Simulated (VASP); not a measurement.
# Sr6Li (Pm-3m) in VASP: relaxation of cell and atoms with PBE

Aim: the relaxation of cell and atoms of Sr6Li with PBE.

Program: VASP 6.6.1. These are calculated values, not measurements. Logs are shortened: lines on timing, memory, paths and dates and some standing lists are left out, and cuts for length are marked.

**1. The cell of the first run**

It takes space group Pm-3m (No. 221, cubic). Conventional cell: a = 5.638 Å, b = 5.638 Å, c = 5.638 Å, α = 90.00°, β = 90.00°, γ = 90.00°. Li (site symmetry m-3m) is surrounded by 24 Sr at 4.14 Å. Sr (site symmetry 4mm) has 5 Sr at 2.25 to 2.39 Å as nearest neighbours.

The cell was built by a generator and needn't be a form met in nature.

**2. Relaxation of cell and atoms, PBE (species swapped into the LaB6 type (Pm-3m, No. 221))**

INCAR reads:

```
SYSTEM = Sr6Li
ALGO = Normal
EDIFF = 1E-6
EDIFFG = -0.04
ENCUT = 600
GGA = PE
IBRION = 2
ISIF = 3
ISMEAR = 0
LASPH = .True.
LCHARG = .False.
LREAL = .False.
LWAVE = .False.
NELM = 100
NSW = 90
PREC = Accurate
SIGMA = 0.1
```

KPOINTS reads:

```
k-points
0
Gamma
  4 4 4
  0 0 0
```

POSCAR reads:

```
Sr6Li
1.0
    5.6383229800      0.0000000000      0.0000000000
    0.0000000000      5.6383229800      0.0000000000
    0.0000000000      0.0000000000      5.6383229800
Li Sr
1 6
Direct
    0.0000000000      0.0000000000      0.0000000000
    0.8001218400      0.5000000000      0.5000000000
    0.1998781600      0.5000000000      0.5000000000
    0.5000000000      0.5000000000      0.8001218400
    0.5000000000      0.5000000000      0.1998781600
    0.5000000000      0.1998781600      0.5000000000
    0.5000000000      0.8001218400      0.5000000000
```

Potentials or basis: VASP PAW PBE potentials, release 64 (Li_sv, Sr_sv).

Command:

```
cat potpaw_PBE.64/Li_sv/POTCAR potpaw_PBE.64/Sr_sv/POTCAR > POTCAR
mpirun -np 1 vasp_std > vasp.out
```

OUTCAR:

```text
SYSTEM = Sr6Li
   EDIFF = 1E-6
   EDIFFG = -0.04
   ENCUT = 600
   GGA = PE
   IBRION = 2
   ISIF = 3
   ISMEAR = 0
   LASPH = .True.
   LREAL = .False.
   NELM = 100
   NSW = 90
   PREC = Accurate

 ion  position               nearest neighbor table
   1  0.000  0.000  0.000-
   2  0.800  0.500  0.500-   3 2.25   4 2.39   5 2.39   6 2.39   7 2.39   3 3.38   4 4.29   5 4.29
                             6 4.29   7 4.29   6 4.29   4 4.29   7 4.29   5 4.29
   3  0.200  0.500  0.500-   2 2.25   4 2.39   5 2.39   6 2.39   7 2.39   2 3.38   5 4.29   6 4.29
                             4 4.29   7 4.29   4 4.29   5 4.29   6 4.29   7 4.29
   4  0.500  0.500  0.800-   5 2.25   3 2.39   2 2.39   6 2.39   7 2.39   5 3.38   3 4.29   6 4.29
                             2 4.29   3 4.29   6 4.29   7 4.29   7 4.29   2 4.29
   5  0.500  0.500  0.200-   4 2.25   3 2.39   2 2.39   6 2.39   7 2.39   4 3.38   3 4.29   6 4.29
                             2 4.29   3 4.29   6 4.29   7 4.29   7 4.29   2 4.29
   6  0.500  0.200  0.500-   7 2.25   3 2.39   4 2.39   5 2.39   2 2.39   7 3.38   5 4.29   3 4.29
                             4 4.29   2 4.29   3 4.29   4 4.29   5 4.29   2 4.29
   7  0.500  0.800  0.500-   6 2.25   3 2.39   4 2.39   5 2.39   2 2.39   6 3.38   3 4.29   2 4.29
                             3 4.29   4 4.29   5 4.29   4 4.29   5 4.29   2 4.29

 -----------------------------------------------------------------------------
|                                                                             |
|           W    W    AA    RRRRR   N    N  II  N    N   GGGG   !!!           |
|           W    W   A  A   R    R  NN   N  II  NN   N  G    G  !!!           |
|           W    W  A    A  R    R  N N  N  II  N N  N  G       !!!           |
|           W WW W  AAAAAA  RRRRR   N  N N  II  N  N N  G  GGG   !            |
|           WW  WW  A    A  R   R   N   NN  II  N   NN  G    G                |
|           W    W  A    A  R    R  N    N  II  N    N   GGGG   !!!           |
|                                                                             |
|     The distance between some ions is very small. Please check the          |
|     nearest-neighbor list in the OUTCAR file.                               |
|     I HOPE YOU KNOW WHAT YOU ARE DOING!                                     |
|                                                                             |
 -----------------------------------------------------------------------------

  LATTYP: Found a simple cubic cell.
 ALAT       =     5.6383229800

  Lattice vectors:

 A1 = (   5.6383229800,   0.0000000000,   0.0000000000)
 A2 = (   0.0000000000,   5.6383229800,   0.0000000000)
 A3 = (   0.0000000000,   0.0000000000,   5.6383229800)

Analysis of symmetry for initial positions (statically):
=====================================================================
 Subroutine PRICEL returns:
 Original cell was already a primitive cell.

 Routine SETGRP: Setting up the symmetry group for a
 simple cubic supercell.

 Subroutine GETGRP returns: Found 48 space group operations
 (whereof 48 operations were pure point group operations)
 out of a pool of 48 trial point group operations.

The static configuration has the point symmetry O_h .

Analysis of symmetry for dynamics (positions and initial velocities):
=====================================================================
 Subroutine PRICEL returns:
 Original cell was already a primitive cell.

 Routine SETGRP: Setting up the symmetry group for a
 simple cubic supercell.

 Subroutine GETGRP returns: Found 48 space group operations
 (whereof 48 operations were pure point group operations)
 out of a pool of 48 trial point group operations.

The dynamic configuration has the point symmetry O_h .

 Subroutine INISYM returns: Found 48 space group operations
 (whereof 48 operations are pure point group operations),
 and found     1 'primitive' translations

----------------------------------------------------------------------------------------

                                     Primitive cell

  volume of cell :     179.2462

  direct lattice vectors                    reciprocal lattice vectors
     5.638322980  0.000000000  0.000000000     0.177357701  0.000000000  0.000000000
     0.000000000  5.638322980  0.000000000     0.000000000  0.177357701  0.000000000
     0.000000000  0.000000000  5.638322980     0.000000000  0.000000000  0.177357701

  length of vectors
     5.638322980  5.638322980  5.638322980     0.177357701  0.177357701  0.177357701

  position of ions in fractional coordinates (direct lattice)
     0.000000000  0.000000000  0.000000000
     0.800121840  0.500000000  0.500000000
     0.199878160  0.500000000  0.500000000
     0.500000000  0.500000000  0.800121840
     0.500000000  0.500000000  0.199878160
     0.500000000  0.199878160  0.500000000
     0.500000000  0.800121840  0.500000000

  ion indices of the primitive-cell ions
   primitive index   ion index
                 1           1
                 2           2
                 3           3
                 4           4
                 5           5
                 6           6
                 7           7

----------------------------------------------------------------------------------------

 KPOINTS: k-points

Automatic generation of k-mesh.
 Grid dimensions read from file:
 generate k-points for:    4    4    4

 Generating k-lattice:

  Cartesian coordinates                     Fractional coordinates (reciprocal lattice)
     0.044339425  0.000000000  0.000000000     0.250000000  0.000000000  0.000000000
     0.000000000  0.044339425  0.000000000     0.000000000  0.250000000  0.000000000
     0.000000000  0.000000000  0.044339425     0.000000000  0.000000000  0.250000000

  Length of vectors
     0.044339425  0.044339425  0.044339425

  Shift w.r.t. Gamma in fractional coordinates (k-lattice)
     0.000000000  0.000000000  0.000000000

 Subroutine IBZKPT returns following result:
 ===========================================

 Found     10 irreducible k-points:

 Following reciprocal coordinates:
            Coordinates               Weight
  0.000000  0.000000  0.000000      1.000000
  0.250000  0.000000  0.000000      6.000000
  0.500000  0.000000  0.000000      3.000000
  0.250000  0.250000  0.000000     12.000000
  0.500000  0.250000  0.000000     12.000000
  0.500000  0.500000  0.000000      3.000000
  0.250000  0.250000  0.250000      8.000000
  0.500000  0.250000  0.250000     12.000000
  0.500000  0.500000  0.250000      6.000000
  0.500000  0.500000  0.500000      1.000000
   k-points           NKPTS =     10   k-points in BZ     NKDIM =     10   number of bands    NBANDS=     37
   number of dos      NEDOS =    301   number of ions     NIONS =      7
   total plane-waves  NPLWV = 110592
   dimension x,y,z NGX =    48 NGY =   48 NGZ =   48
   dimension x,y,z NGXF=    96 NGYF=   96 NGZF=   96
   ions per type =               1   6
   NGX,Y,Z   is equivalent  to a cutoff of  14.15, 14.15, 14.15 a.u.
   NGXF,Y,Z  is equivalent  to a cutoff of  28.31, 28.31, 28.31 a.u.
 SYSTEM =  Sr6Li
   PREC   = accura    normal or accurate (medium, high low for compatibility)
   ISTART =      0    job   : 0-new  1-cont  2-samecut
   ICHARG =      2    charge: 1-file 2-atom 10-const
   ISPIN  =      1    spin polarized calculation?
   LNONCOLLINEAR =      F non collinear calculations
   LSORBIT =      F    spin-orbit coupling
   LASPH  =      T    aspherical Exc in radial PAW
   ENCUT  =  600.0 eV  44.10 Ry    6.64 a.u.  11.26 11.26 11.26*2*pi/ulx,y,z
   NELM   =    100;   NELMIN=  2; NELMDL= -5     # of ELM steps
   EDIFF  = 0.1E-05   stopping-criterion for ELM
   LREAL  =      F    real-space projection
   EDIFFG = -.4E-01   stopping-criterion for IOM
   NSW    =     90    number of steps for IOM
   IBRION =      2    ionic relax: 0-MD 1-quasi-New 2-CG
   NFREE  =      1    steps in history (QN), initial steepest desc. (CG)
   ISIF   =      3    stress and relaxation
   ISYM   =      2    0-nonsym 1-usesym 2-fastsym
   POTIM  = 0.5000    time-step for ionic-motion
   TEBEG  =    0.0;   TEEND  =   0.0 temperature during run
   PSTRESS=    0.0 pullay stress
   NELECT =      63.0000    total number of electrons
   NUPDOWN=      -1.0000    fix difference up-down
   EMIN   =  10.00;   EMAX   =-10.00  energy-range for DOS
   EFERMI =   0.00;   METHOD = LEGACY
   ISMEAR =     0;   SIGMA  =   0.10  broadening in eV -4-tet -1-fermi 0-gaus
   EFERMI_NEDOS =   21; number of points for ismear=-14 and -15
   IALGO  =     38    algorithm
   IMIX   =      4    mixing-type and parameters
     AMIX     =   0.40;   BMIX     =  1.00
     AMIX_MAG =   1.60;   BMIX_MAG =  1.00
  volume/ion in A,a.u.               =      25.61       172.80
  Fermi-wavevector in a.u.,A,eV,Ry     =   1.155327  2.183252 18.160803  1.334781
  Thomas-Fermi vector in A             =   2.291957
   LORBIT       =      0    0 simple, 1 ext, 2 COOP (PROOUT), +10 PAW based schemes
   GGA     = PE    functional components
   LHFCALC =     F    Hartree Fock is set to
   AEXX    =    0.0000 exact exchange contribution
   IVDW    =     0    specifies the selected vdW correction
   LEPSILON=     F    determine dielectric tensor
   LRPA    =     F    only Hartree local field effects (RPA)
 conjugate gradient relaxation of ions
 non-spin polarized calculation
 Gauss-broadening in eV      SIGMA  =   0.10
  energy-cutoff  :      600.00
  volume of cell :      179.25
 maximum number of plane-waves:      6031
 NGX is ok and might be reduce to    48
   NGX = 23   NGY = 23   NGZ = 23

--------------------------------------- Ionic step        1  -------------------------------------------

 number of electron      63.0000005 magnetization

 Free energy of the ion-electron system (eV)
  ---------------------------------------------------
  ext. energy  EPLUGINS =         0.00000000
  ---------------------------------------------------
  free energy    TOTEN  =        24.03150411 eV

  energy without entropy =       24.06575048  energy(sigma->0) =       24.04862730

 E-fermi :   3.7060     XC(G=0):  -9.1370

 val. band max:        3.6660096284   @ k =   0.5000   0.2500   0.0000
 cond. band min:       3.7156503012   @ k =   0.5000   0.2500   0.2500
 fundamental gap:      0.0496406729
 Fermi energy:         3.7059689069

 k-point     1 :       0.0000    0.0000    0.0000
  band No.  band energies     occupation
      1     -43.4049      2.00000
      2     -35.5717      2.00000
      3     -32.8242      2.00000
      4     -32.8242      2.00000
      5     -32.5138      2.00000
      6     -32.5138      2.00000
[... 427 lines left out ...]
  energy  without entropy=       24.0657504841  energy(sigma->0) =       24.04862730

--------------------------------------- Ionic step        2  -------------------------------------------

 number of electron      63.0000007 magnetization

 E-fermi :   0.0356     XC(G=0):  -5.8988

 val. band max:        0.0136356638   @ k =   0.5000   0.2500   0.2500
 cond. band min:       0.0371870984   @ k =   0.2500   0.2500   0.2500
 fundamental gap:      0.0235514346
 Fermi energy:         0.0356377373

 k-point     1 :       0.0000    0.0000    0.0000
  band No.  band energies     occupation
      1     -50.1685      2.00000
      2     -37.2143      2.00000
      3     -37.1939      2.00000
      4     -37.1939      2.00000
      5     -36.5604      2.00000
      6     -36.5604      2.00000
[... 464 lines left out ...]
  FREE ENERGIE OF THE ION-ELECTRON SYSTEM (eV)
  ---------------------------------------------------
  free  energy   TOTEN  =         1.4062259143 eV

  energy  without entropy=        1.5059170341  energy(sigma->0) =        1.45607147

[... ionic steps 4 to 9 ...]

--------------------------------------- Ionic step       10  -------------------------------------------

 number of electron      63.0000165 magnetization

------------------------ aborting loop because EDIFF is reached ----------------------------------------

  FORCE on cell =-STRESS in cart. coord.  units (eV):
  Direction    XX          YY          ZZ          XY          YZ          ZX
  --------------------------------------------------------------------------------------
  -------------------------------------------------------------------------------------
  Total       -0.5425884     -0.5425884     -0.5425884      0.0000000      0.0000000     -0.0000000
  in kB       -1.0051879     -1.0051879     -1.0051879      0.0000000      0.0000000     -0.0000000
  external PRESSURE =      -1.0051879 kB  Pullay stress =       0.0000000 kB
[... 67 lines left out ...]
  energy  without entropy=       -3.3610641365  energy(sigma->0) =       -3.40118636

--------------------------------------- Ionic step       12  -------------------------------------------

 number of electron      63.0000201 magnetization

 Free energy of the ion-electron system (eV)
  ---------------------------------------------------
  ext. energy  EPLUGINS =         0.00000000
  ---------------------------------------------------
  free energy    TOTEN  =        -3.44398928 eV

  energy without entropy =       -3.36664429  energy(sigma->0) =       -3.40531679

 E-fermi :  -0.6453     XC(G=0):  -4.7211

 val. band max:       -0.6471480203   @ k =   0.2500   0.2500   0.0000
 cond. band min:      -0.6410856903   @ k =   0.2500   0.2500   0.0000
 fundamental gap:      0.0060623300
 Fermi energy:        -0.6452657964

 k-point     1 :       0.0000    0.0000    0.0000
  band No.  band energies     occupation
      1     -52.6166      2.00000
      2     -37.9363      2.00000
      3     -37.9170      2.00000
      4     -37.9170      2.00000
      5     -37.9145      2.00000
      6     -37.9145      2.00000
[... 423 lines left out ...]
  FREE ENERGIE OF THE ION-ELECTRON SYSTEM (eV)
  ---------------------------------------------------
  free  energy   TOTEN  =        -3.4439892811 eV

  energy  without entropy=       -3.3666442931  energy(sigma->0) =       -3.40531679

 reached required accuracy - stopping structural energy minimisation
```

Wall time 7.3 min (1 thread of Intel Xeon 6975P-C (Granite Rapids), shared host); peak memory 0.36 GiB.

Results:

| Quantity | Value |
| --- | --- |
| Free energy | -3.4440 eV |
| Relaxed volume | 120.03 Å³/atom |
| Relaxed cell | a = 9.436 Å, b = 9.436 Å, c = 9.436 Å, α = 90.00°, β = 90.00°, γ = 90.00° |
| Space group after relaxing (to 0.05 Å) | Pm-3m (No. 221) |
| Energy gained by relaxing | 3925.1 meV/atom |
| Ionic steps | 12 |
| Pressure after relaxing | 0.0 GPa |
| Largest force after relaxing | 0.018 eV/Å |
| Band gap on the k mesh | none (metal or under the smearing width) |

Forces in eV/Å, atoms in the order of the input:
```
Li   0.000  0.000  0.000
Sr   0.018  0.000  0.000
Sr  -0.018  0.000  0.000
Sr   0.000  0.000  0.018
Sr   0.000  0.000 -0.018
Sr   0.000 -0.018  0.000
Sr   0.000  0.018  0.000
```

The path:
```csv
step,energy change (eV),largest force (eV/Å),pressure (GPa),volume (Å³)
1,0.0000,4.8157,55.11,179.25
2,-22.5982,4.1277,2.37,518.56
3,-22.6253,4.1766,1.98,541.87
4,-22.5420,4.2360,1.39,590.54
5,-26.3148,1.5818,0.38,708.48
6,-27.2083,0.7146,0.09,783.16
7,-27.2687,0.3363,-0.25,947.91
8,-27.4595,0.0214,-0.12,876.12
9,-27.4669,0.0800,-0.09,858.78
10,-27.4664,0.0433,-0.10,864.84
11,-27.4728,0.0149,-0.06,852.95
12,-27.4755,0.0179,-0.01,840.24
```

Final structure:
```
Li Sr
1.0
     9.43629    0.00000    0.00000
     0.00000    9.43629    0.00000
     0.00000    0.00000    9.43629
Li Sr
1 6
Direct
  0.00000 0.00000 0.00000
  0.79557 0.50000 0.50000
  0.20443 0.50000 0.50000
  0.50000 0.50000 0.79557
  0.50000 0.50000 0.20443
  0.50000 0.20443 0.50000
  0.50000 0.79557 0.50000
```

Caveat: the cutoff is under 1.25 times the usual one of these potentials, so pressure, stress and relaxed cells hold a basis-set (Pulay) error; the volume moved by over 15 % at a fixed basis, so the end points are rough.
